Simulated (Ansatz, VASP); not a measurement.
## Cross-check of In2TeS (In2STe monolayer) between VASP and Ansatz

Aim: how closely do two programs agree when they are given the same cell, functional and k mesh? The cell is taken from a series of runs on this material, whose earlier steps may have relaxed, scaled, displaced or heated it; both programs get it as it stands.

Program: Ansatz 0.2.0. Level of theory: plane waves, with VASP 6.6.1 beside it; single point at PBE with D3(BJ). Results are calculated unless marked as measured.

## (1) Starting point

The cell holds 4 atoms: 1 Te, 2 In and 1 S. Its edges and angles: a = 4.099 Å, b = 4.099 Å, c = 23.374 Å, α = 90.0°, β = 90.0°, γ = 120.0°. Vacuum lies along c.

## (2) Ansatz: single point, PBE with D3(BJ)

Ansatz runs on its PAW soft_1 files.

With cell and atoms fixed, the geometry can't cause a difference; cores, projectors, grids and the points listed under the comparison can.

File input.yaml:

```yaml
crystal:
  lattice:
    - [4.0989689037, 0.0, 0.0]
    - [-2.0494844518, 3.5498111999, 0.0]
    - [0.0, 0.0, 23.374455095]
  atoms:
    - { symbol: Te, position: [0.3333333333, 0.6666666667, 0.3850357137] }
    - { symbol: In, position: [0.0, 0.0, 0.4500666936] }
    - { symbol: In, position: [0.0, 0.0, 0.569592597] }
    - { symbol: S, position: [0.3333333333, 0.6666666667, 0.6149642863] }
kpoints:
  mp_grid: { grid: [12, 12, 1] }
  band_path:
    path: [[0, 0, 0], [0.5, 0, 0], [0.33333333, 0.33333333, 0], [0, 0, 0]]
    npoints: 16
hamiltonian:
  xc: pbe
  dispersion: d3bj
  pseudopotentials: { kind: paw, azcp: { folder: soft_1 } }
scf:
  occupations: { method: fermi_dirac, width: 0.02585 }
  convergence: { dr2_threshold: 1.0e-10 }
efield:
  axis: 3
  dipole_correction: true
  ramp_position: 0.97
  ramp_width: 0.06
  amplitude: 0
output:
  dos: { projected: true, e_range: [-6, 5] }
  write_potential: true
  write_density: true
  volumetric_format: npy
  elf: true
```

The run is started by

```console
> ansatz run input.yaml --threads 2 --pin off --max-ram 3072MiB --backend cpu --events-out ev --progress --plain --runs-dir out
```

Numbers of over 12 decimals in the logs are rounded to 6 here.

What it wrote:

```text
Engine: ansatz 0.2.0, aarch64-unknown-linux-gnu
Pseudopotentials: kind: paw
Pseudopotential: Te, paw, valence charge 16, recommended cutoff 420 eV (normal), soft_1/Te.paw.azcp
Pseudopotential: In, paw, valence charge 13, recommended cutoff 420 eV (normal), soft_1/In.paw.azcp
Pseudopotential: S, paw, valence charge 6, recommended cutoff 420 eV (normal), soft_1/S.paw.azcp
Functional definition: PBE
  parameter kappa = 0.804
  parameter beta = 0.066725
  exchange = pbe_x(kappa = kappa, mu = beta*pi^2/3)
  correlation = pbe_c(beta = beta)
Crystal: 4 atoms, lattice volume = 340.112 Å³
Basis set: ecut = 420 eV, 6583 PW (Γ)
Bands: 29, of which v1, the nominal top of the filled ones, is band 24 counted from 1 (23 counted from 0)
Symmetry: 6 space group operations
Space group: P3m1 (ITA 156), of the structure as read, at distance tolerance 7.0e-5 Å
k-points: 19 of 144 (time reversal used)
Non-local potential: Te, projectors of the file, l = 0: 2, l = 1: 2, l = 2: 2, l = 3: 1
Non-local potential: In, projectors of the file, l = 0: 2, l = 1: 2, l = 2: 2, l = 3: 1
Non-local potential: S, projectors of the file, l = 0: 2, l = 1: 2, l = 2: 1
PAW form: soft (Blöchl's): semilocal exchange-correlation on the pseudo side does not see the compensation charge
PAW one-centre angular grid: Te, 590 points (default); XC on 64 Gauss nodes
PAW one-centre angular grid: In, 590 points (default); XC on 64 Gauss nodes
PAW one-centre angular grid: S, 110 points (default); XC on 64 Gauss nodes
Initial density: superposition of atomic densities (neutral atoms: chi_scale 0, normalization atom)
Initial wavefunctions: pseudopotential atomic-orbital guess
Functional: x = pbe(κ = 0.804, μ = 0.219515), c = pbe(β = 0.066725)
SCF iter   1: F=—  HF=-19080.950051 eV  |F-HF|=—  |Δ(HF+E_count)|=         —  Δρ=1.83e-2  dr2=2.30e0  ethr=3.10e-3  p=-0.000 e·Å  D=-1.89e-7 V/Å  ΔV_dip=0.00 eV  dr2_dipole=3.80e-2  V_vac-E_F(+/−)=5.35/5.35 eV  ⟨swp⟩=11.2  Hψ=3393  notcnv=0
efield: sawtooth ramp at fractional position 0.9700 (set: `efield.ramp_position`, or a place that a band, a saddle search or an elastic batch's reference lends), width 0.0600; the density the first Hamiltonian is built on has a dipole p = -0.000 e·Å; the dipole correction subtracts the counter field D = -1.89e-7 V/Å, which shifts the + side's vacuum level by +0.00 eV against the − side's; the planar-averaged density in the ramp window peaks in size at 7.7e-7 e/Å³
preconditioner: auto → Resta (q_TF=auto, 1.969 Å⁻¹)  ε∞=1.9  [insulator: Δε(μ)=1.076 eV  Ē_g=12.916 eV  σ=0.026 eV  W_gap=1.00  n_scr=56 (ndim 8)  ℏωp=12.4 eV  f_vac=0.611  D(μ)=0.00/eV (n_scr^D=0)  ε∞_Penn≈1.9  vacuum switching on, ρ_ref=1.2e-2 e/Å³]
SCF iter   2: F=—  HF=-19080.512957 eV  |F-HF|=—  |Δ(HF+E_count)|=   4.37e-1  Δρ=9.82e-3  dr2=9.08e-1  ethr=3.10e-3  p=-0.107 e·Å  D=-5.67e-2 V/Å  ΔV_dip=1.33 eV  dr2_dipole=1.69e-1  V_vac-E_F(+/−)=6.14/4.82 eV  ⟨swp⟩=3.2  Hψ=1030  notcnv=0  defer=18
SCF iter   3: F=—  HF=-19080.484515 eV  |F-HF|=—  |Δ(HF+E_count)|=   2.84e-2  Δρ=6.16e-3  dr2=6.88e-1  ethr=1.89e-3  p=0.057 e·Å  D=3.04e-2 V/Å  ΔV_dip=-0.71 eV  dr2_dipole=2.47e-1  V_vac-E_F(+/−)=4.55/5.26 eV  ⟨swp⟩=3.3  Hψ=878  notcnv=0  defer=18
SCF iter   4: F=—  HF=-19080.413081 eV  |F-HF|=—  |Δ(HF+E_count)|=   7.14e-2  Δρ=3.63e-3  dr2=9.92e-2  ethr=1.43e-3  p=-0.050 e·Å  D=-2.65e-2 V/Å  ΔV_dip=0.62 eV  dr2_dipole=5.53e-3  V_vac-E_F(+/−)=5.22/4.60 eV  ⟨swp⟩=2.9  Hψ=809  notcnv=0  defer=16
SCF iter   5: F=—  HF=-19080.402949 eV  |F-HF|=—  |Δ(HF+E_count)|=   1.01e-2  Δρ=1.63e-3  dr2=9.85e-3  ethr=2.07e-4  p=-0.041 e·Å  D=-2.20e-2 V/Å  ΔV_dip=0.51 eV  dr2_dipole=2.08e-4  V_vac-E_F(+/−)=5.18/4.67 eV  ⟨swp⟩=3.1  Hψ=724  notcnv=0  defer=17
SCF iter   6: F=—  HF=-19080.403878 eV  |F-HF|=—  |Δ(HF+E_count)|=   9.29e-4  Δρ=3.44e-4  dr2=3.75e-4  ethr=2.05e-5  p=-0.041 e·Å  D=-2.18e-2 V/Å  ΔV_dip=0.51 eV  dr2_dipole=5.30e-6  V_vac-E_F(+/−)=5.16/4.65 eV  ⟨swp⟩=2.1  Hψ=730  notcnv=0  defer=17
SCF iter   7: F=—  HF=-19080.404159 eV  |F-HF|=—  |Δ(HF+E_count)|=   2.81e-4  Δρ=1.12e-4  dr2=3.63e-5  ethr=7.81e-7  p=-0.040 e·Å  D=-2.14e-2 V/Å  ΔV_dip=0.50 eV  dr2_dipole=1.49e-7  V_vac-E_F(+/−)=5.14/4.64 eV  ⟨swp⟩=2.1  Hψ=838  notcnv=0  defer=17
SCF iter   8: F=—  HF=-19080.404211 eV  |F-HF|=—  |Δ(HF+E_count)|=   5.20e-5  Δρ=2.87e-5  dr2=7.14e-6  ethr=7.55e-8  p=-0.040 e·Å  D=-2.13e-2 V/Å  ΔV_dip=0.50 eV  dr2_dipole=4.75e-8  V_vac-E_F(+/−)=5.14/4.64 eV  ⟨swp⟩=2.6  Hψ=934  notcnv=0  defer=17
SCF iter   9: F=—  HF=-19080.404211 eV  |F-HF|=—  |Δ(HF+E_count)|=   1.42e-7  Δρ=8.21e-6  dr2=3.52e-7  ethr=1.49e-8  p=-0.040 e·Å  D=-2.13e-2 V/Å  ΔV_dip=0.50 eV  dr2_dipole=6.56e-9  V_vac-E_F(+/−)=5.14/4.64 eV  ⟨swp⟩=2.1  Hψ=787  notcnv=0  defer=17
SCF iter  10: F=—  HF=-19080.404234 eV  |F-HF|=—  |Δ(HF+E_count)|=   2.36e-5  Δρ=3.02e-6  dr2=2.48e-8  ethr=7.33e-10  p=-0.040 e·Å  D=-2.13e-2 V/Å  ΔV_dip=0.50 eV  dr2_dipole=1.86e-11  V_vac-E_F(+/−)=5.14/4.64 eV  ⟨swp⟩=2.1  Hψ=979  notcnv=0  defer=17
SCF iter  11: F=—  HF=-19080.404234 eV  |F-HF|=—  |Δ(HF+E_count)|=  9.35e-10  Δρ=7.32e-7  dr2=2.18e-9  ethr=5.16e-11  p=-0.040 e·Å  D=-2.13e-2 V/Å  ΔV_dip=0.50 eV  dr2_dipole=6.04e-11  V_vac-E_F(+/−)=5.14/4.64 eV  ⟨swp⟩=2.0  Hψ=959  notcnv=0  defer=17
SCF iter  12: F=—  HF=-19080.404234 eV  |F-HF|=—  |Δ(HF+E_count)|=  9.57e-10  Δρ=2.22e-7  dr2=1.12e-9  ethr=4.55e-12  p=-0.040 e·Å  D=-2.13e-2 V/Å  ΔV_dip=0.50 eV  dr2_dipole=4.08e-10  V_vac-E_F(+/−)=5.14/4.64 eV  ⟨swp⟩=2.0  Hψ=895  notcnv=0  defer=17
SCF iter  13: F=—  HF=-19080.404234 eV  |F-HF|=—  |Δ(HF+E_count)|=  1.09e-10  Δρ=2.20e-7  dr2=1.63e-9  ethr=2.33e-12  p=-0.040 e·Å  D=-2.13e-2 V/Å  ΔV_dip=0.50 eV  dr2_dipole=6.33e-10  V_vac-E_F(+/−)=5.14/4.64 eV  ⟨swp⟩=2.0  Hψ=626  notcnv=0  defer=17
SCF iter  14: F=-19080.404234 eV  HF=-19080.404234 eV  |F-HF|=1.82e-11  |Δ(HF+E_count)|=  1.38e-10  Δρ=6.03e-8  dr2=6.86e-11  ethr=1.00e-12  p=-0.040 e·Å  D=-2.13e-2 V/Å  ΔV_dip=0.50 eV  dr2_dipole=2.39e-11  V_vac-E_F(+/−)=5.14/4.64 eV  ⟨swp⟩=8.8  Hψ=1677  notcnv=0
SCF 1 converged in 14 iterations: F = -19080.404234 eV  dr2 = 6.86e-11
  greatest PAW one-centre occupation: 0.998 electrons in one spin orbital (limit 2), on the Te atom at site 0 (counted from 0), in its partial waves of l = 2
NSCF: frozen V_eff on 49 k-points
efield: sawtooth ramp at fractional position 0.9700 (kept from the solve that this one continues, or follows in the run), width 0.0600; the density the first Hamiltonian is built on has a dipole p = -0.040 e·Å; the dipole correction subtracts the counter field D = -2.13e-2 V/Å, which shifts the + side's vacuum level by +0.50 eV against the − side's; the planar-averaged density in the ramp window peaks in size at 8.8e-7 e/Å³
WARN: The output density's exchange-correlation potential varies sharply where the density is thin. Do not read a vacuum level from v_tot or v_xc, or from such a field of the output density. On a cell that repeats whose density bears no net charge and no dipole along the vacuum's axis use v_es (v_loc + v_h of the components); under efield.dipole_correction with no amplitude use v_es + v_field, which holds any externa [...]
SCF converged after 14 iterations
Free energy (F): -19080.404234 eV
Harris-Foulkes:  -19080.404234 eV  (|F-HF|=1.82e-11)
Internal energy: -19080.404234 eV  (E = F + TS)
E sigma→0 (E₀):  -19080.404234 eV
Fermi energy:    -0.529220 eV
Dipole field:    D = -0.021341 V/Å  (p = -0.040112 e·Å, saw-weighted, corrected)
Work function:   Φ+ = 5.1391 eV   Φ− = 4.6403 eV
Levels:          The Fermi level and band energies are counted from a zero that moves with the ramp; work functions are not
--- Per-component energies (eV) ---
  E_band       = -779.515481
  E_kinetic    = 712.886207
  E_local      = -30861.100279  (includes V_loc(G=0)·N_el)
  E_nonlocal   = 755.005029
  E_hartree    = 14968.524130
  E_xc         = -495.618808
  E_vxc        = -361.134901  (∫ρ·V_xc dr)
  E_paw        = -13699.420452  (= ΣΔE_a)
  E_vpaw       = -961.775457  (= ΣTr[D̂ρ^β])
  E_aug_tail   = 0.000384  (compensation charges beyond the density's cutoff)
  E_efield     = 0.000428  (sawtooth field / dipole correction)
  E_vefield    = -0.445135  (∫n·V_field dr)
  E_ewald      = 9540.223161
  E_disp       = -0.904033  (pairwise vdW)
  E_smearing   = -0.000000  (= −TS)
  E_closure    = -0.000000  (closes the sum)
  Σ components = -19080.404234   (vs F -19080.404234, Δ=0.00e0)
--- Band table (eV; the first three rows and the last of 19) ---
  k-point 0: bands = [... 20 lower, -2.7526, -1.6423, -0.9680, -0.9680, -0.1094, 1.8091, 3.2111, 3.2111, ... 1 higher]
  k-point 1: bands = [... 20 lower, -2.8184, -1.6161, -1.4676, -1.0808, 0.1948, 2.1678, 2.8784, 3.2986, ... 1 higher]
  k-point 2: bands = [... 20 lower, -2.9890, -2.4393, -1.5313, -1.3570, 0.7096, 1.9654, 2.9625, 3.4762, ... 1 higher]
  k-point 18: bands = [... 20 lower, -4.0377, -3.2162, -2.6144, -2.6057, 0.9719, 1.3669, 2.6094, 3.4546, ... 1 higher]
```

## (3) VASP: single point, PBE with D3(BJ)

The same cell, functional, mesh and smearing now go to VASP, with its own data sets.

Lines of VASP's logs that name or quote its potential files are left out, and so is its time.

File INCAR:

```
SYSTEM = In2TeS
PREC = Accurate
ENCUT = 400
EDIFF = 1E-06
NELM = 120
ISMEAR = -1
SIGMA = 0.02585
LREAL = .FALSE.
ALGO = Normal
GGA = PE
IVDW = 12
NBANDS = 25
LORBIT = 11
LWAVE = .FALSE.
LCHARG = .FALSE.
ISIF = 2
LDIPOL = .TRUE.
IDIPOL = 3
DIPOL = 0.5 0.5 0.505
LVHAR = .TRUE.
LASPH = .TRUE.
GGA_COMPAT = .FALSE.
EFERMI = MIDGAP
NELMDL = -8
```

File POSCAR:

```
In2TeS
1.0
    4.0989689037      0.0000000000      0.0000000000
   -2.0494844518      3.5498111999      0.0000000000
    0.0000000000      0.0000000000     23.3744550950
Te In S
1 2 1
Direct
    0.3333333333      0.6666666667      0.3850357137
    1.0000000000      0.0000000000      0.4500666936
    1.0000000000      0.0000000000      0.5695925970
    0.3333333333      0.6666666667      0.6149642863
```

File KPOINTS:

```
Automatic mesh
0
Gamma
12 12 1
0 0 0
```

The projector-augmented-wave data sets are Te, In_d and S (PBE family, release 64).

The run is started by

```console
> mpirun -np 1 vasp_std
```

What it wrote:

```text
[banner, memory and clock lines left out]
running    1 mpi-ranks, on    1 nodes
 distrk:  each k-point on    1 cores,    1 groups
 distr:  one band on    1 cores,    1 groups

 POSCAR found type information on POSCAR TeInS
 POSCAR found :  3 types and       4 ions
 LDA part: xc-table for (Slater+PW92), standard interpolation
 POSCAR, INCAR and KPOINTS ok, starting setup
 FFT: planning ... GRIDC
 FFT: planning ... GRID_SOFT
 FFT: planning ... GRID
 WAVECAR not read
 entering main loop
       N       E                     dE             d eps       ncg     rms          rms(c)
DAV:   1     0.282804920453E+03    0.28280E+03   -0.14022E+04  1030   0.104E+03
DAV:   2     0.155588125722E+02   -0.26725E+03   -0.26282E+03  1112   0.287E+02
DAV:   3    -0.136494384947E+02   -0.29208E+02   -0.28899E+02  1323   0.121E+02
DAV:   4    -0.144616430921E+02   -0.81220E+00   -0.81084E+00  1167   0.251E+01
DAV:   5    -0.144930223150E+02   -0.31379E-01   -0.31376E-01  1467   0.410E+00
DAV:   6    -0.144940558079E+02   -0.10335E-02   -0.10335E-02  1371   0.673E-01
DAV:   7    -0.144940785138E+02   -0.22706E-04   -0.22706E-04  1475   0.101E-01
DAV:   8    -0.144940793206E+02   -0.80680E-06   -0.80677E-06  1388   0.189E-02    0.835E+00
DAV:   9    -0.139396901825E+02    0.55439E+00   -0.13128E+00  1434   0.155E+01    0.548E+00
DAV:  10    -0.139349631932E+02    0.47270E-02   -0.78263E-01  1648   0.117E+01    0.152E+00
DAV:  11    -0.139293874297E+02    0.55758E-02   -0.14856E-01  1311   0.350E+00    0.809E-01
DAV:  12    -0.139294659727E+02   -0.78543E-04   -0.12096E-02  1507   0.973E-01    0.489E-01
DAV:  13    -0.139295634045E+02   -0.97432E-04   -0.28866E-03  1244   0.433E-01    0.144E-01
DAV:  14    -0.139296731031E+02   -0.10970E-03   -0.51750E-04  1410   0.159E-01    0.666E-02
[...]
DAV:  20    -0.139298667502E+02   -0.36103E-04   -0.46333E-06   909   0.773E-03    0.491E-03
DAV:  21    -0.139298961001E+02   -0.29350E-04   -0.24070E-06   844   0.674E-03    0.245E-03
DAV:  22    -0.139298988054E+02   -0.27053E-05   -0.13497E-07   908   0.648E-03    0.195E-03
DAV:  23    -0.139299053290E+02   -0.65236E-05   -0.78367E-08   769   0.190E-03    0.769E-04
DAV:  24    -0.139299128219E+02   -0.74929E-05   -0.45861E-07   786   0.275E-03    0.144E-03
DAV:  25    -0.139299151223E+02   -0.23004E-05   -0.55945E-08   809   0.113E-03    0.688E-04
DAV:  26    -0.139299171039E+02   -0.19816E-05   -0.64199E-08   723   0.129E-03    0.556E-04
DAV:  27    -0.139299175773E+02   -0.47348E-06   -0.10544E-08   719   0.570E-04
   1 F= -.14833827E+02 E0= -.14833827E+02  d E =-.124305E-08
```

From OUTCAR (step 3):

```text
ion  position               nearest neighbor table
   1  0.333  0.667  0.385-   2 2.81   2 2.81   2 2.81
   2  0.000  0.000  0.450-   3 2.79   1 2.81   1 2.81   1 2.81
   3  0.000  0.000  0.570-   4 2.59   4 2.59   4 2.59   2 2.79
   4  0.333  0.667  0.615-   3 2.59   3 2.59   3 2.59

  LATTYP: Found a hexagonal cell.
 ALAT       =     4.0989689037
 C/A-ratio  =     5.7025207178

 Subroutine GETGRP returns: Found  6 space group operations
 (whereof  6 operations were pure point group operations)

The static configuration has the point symmetry C_3v.

 Found     19 irreducible k-points:

   k-points           NKPTS =     19   k-points in BZ     NKDIM =     19   number of bands    NBANDS=     25

   dimension x,y,z NGX =    28 NGY =   28 NGZ =  160
   dimension x,y,z NGXF=    56 NGYF=   56 NGZF=  320

   ENCUT  =  400.0 eV  29.40 Ry    5.42 a.u.   6.68  6.68 38.12*2*pi/ulx,y,z

   NELECT =      38.0000    total number of electrons

 k-points in reciprocal lattice and weights: Automatic mesh
   0.00000000  0.00000000  0.00000000       0.007
   0.08333333  0.00000000  0.00000000       0.042
   0.16666667  0.00000000  0.00000000       0.042
   0.25000000  0.00000000  0.00000000       0.042
   0.33333333  0.00000000  0.00000000       0.042
   0.41666667  0.00000000  0.00000000       0.042
   0.50000000  0.00000000  0.00000000       0.021
   0.08333333  0.08333333  0.00000000       0.042
   0.16666667  0.08333333  0.00000000       0.083
[...]
0.33333333  0.25000000  0.00000000       0.083
   0.33333333  0.33333333  0.00000000       0.014

 dipolmoment           0.000000      0.000000      0.038160 electrons x Angstroem

 average (electrostatic) potential at core
       1 -95.5199       2-102.7023       3-102.9676       4 -93.0752

 E-fermi :  -1.3112

 k-point     1 :       0.0000    0.0000    0.0000
  band No.  band energies     occupation
    ...
     15      -3.5370      2.00000
     16      -3.5370      2.00000
     17      -2.4209      2.00000
     18      -1.7478      2.00000
     19      -1.7478      2.00000
     20      -0.8948      0.00000
     21       1.0169      0.00000
     22       2.4310      0.00000
     23       2.4310      0.00000
     24       2.9096      0.00000
    ...

 k-point     2 :       0.0833    0.0000    0.0000
  band No.  band energies     occupation
    ...
     15      -3.8245      2.00000
     16      -3.6027      2.00000
     17      -2.3967      2.00000
     18      -2.2479      2.00000
     19      -1.8609      2.00000
     20      -0.5895      0.00000
     21       1.3777      0.00000
     22       2.0987      0.00000
     23       2.5191      0.00000
     24       2.9802      0.00000
    ...

 k-point     3 :       0.1667    0.0000    0.0000
  band No.  band energies     occupation
    ...
     15      -4.2650      2.00000
     16      -3.7732      2.00000
     17      -3.2240      2.00000
     18      -2.3088      2.00000
     19      -2.1378      2.00000
     20      -0.0735      0.00000
     21       1.1820      0.00000
     22       2.1784      0.00000
     23       2.6981      0.00000
     24       2.8006      0.00000
    ...

 Edisp (eV)   -0.90391

  Total      -0.04430    -0.04430    -0.01228    -0.00000     0.00000    -0.00000
  in kB      -0.20867    -0.20867    -0.05787    -0.00000     0.00000    -0.00000
  external pressure =       -0.16 kB  Pullay stress =        0.00 kB

  energy-cutoff  :      400.00
  volume of cell :      340.11
      direct lattice vectors                 reciprocal lattice vectors
     4.098968904  0.000000000  0.000000000     0.243963793  0.140852561  0.000000000
    -2.049484452  3.549811200  0.000000000     0.000000000  0.281705123  0.000000000
     0.000000000  0.000000000 23.374455095     0.000000000  0.000000000  0.042781746

 POSITION                                       TOTAL-FORCE (eV/Angst)
 -----------------------------------------------------------------------------------
     -0.00000      2.36654      9.00000         0.000000      0.000000     -0.014001
      0.00000      0.00000     10.52006         0.000000     -0.000000      0.012266
      0.00000      0.00000     13.31392         0.000000      0.000000     -0.007782
     -0.00000      2.36654     14.37446        -0.000000      0.000000      0.009517
 -----------------------------------------------------------------------------------
    total drift:                                0.000000     -0.000000      0.001064

  FREE ENERGIE OF THE ION-ELECTRON SYSTEM (eV)
  ---------------------------------------------------
  free  energy   TOTEN  =       -14.8338269143 eV

  energy  without entropy=      -14.8338269130  energy(sigma->0) =      -14.83382691

 vacuum level on the upper side and lower side of the slab         3.813         3.338

 total charge
# of ion       s       p       d       tot
------------------------------------------
    1        1.384   2.012   0.025   3.421
    2        0.880   0.686   9.869  11.436
    3        0.842   0.608   9.889  11.339
    4        1.347   2.332   0.000   3.680
--------------------------------------------------
tot          4.454   5.639  19.783  29.876

[... 3 further parts left out ...]
```

## (4) Comparison

Known differences besides the potentials themselves: the data sets hold 48 valence electrons in Ansatz (on its PAW soft_1 files) and 38 in VASP; the cutoff is 420 eV in Ansatz and 400 eV in VASP. Total energies have different zeros and are not compared.

Compared:

```csv
quantity,Ansatz,VASP,difference
gap on the k mesh (eV),0.859,0.853,+0.006
```

A gap on the mesh is an upper bound, since the band edges may lie between its points. With vacuum in the cell, a pressure given here is an average over mostly empty space and none of the material.

## (5) Results

| Property | Result |
| --- | --- |
| difference in gap on the k mesh (single point, PBE with D3(BJ)) | 0.0056 eV |

**Reading.** The difference in gap on the k mesh is 0.0056 eV (single point, PBE with D3(BJ)), within the 0.08 eV picked in this series as the mark of a large difference. The data sets hold unlike numbers of valence electrons (48 in Ansatz and 38 in VASP), so part of the differences comes from the potentials. How closely two codes agree says nothing of how well the functional describes the real material.

[Lines on the potential files, build, host, timing and source positions are cut from VASP's logs without a mark.]

[Logs are printed without paths, hosts, clocks, repeated set-up lines and the standing remarks that a program may print on its own settings, such as how far it seeks lower states.]

[Hosts, paths, dates, database ids (printed as entryN), source tags and the programs' standing remarks are cut or masked in the printed files.]
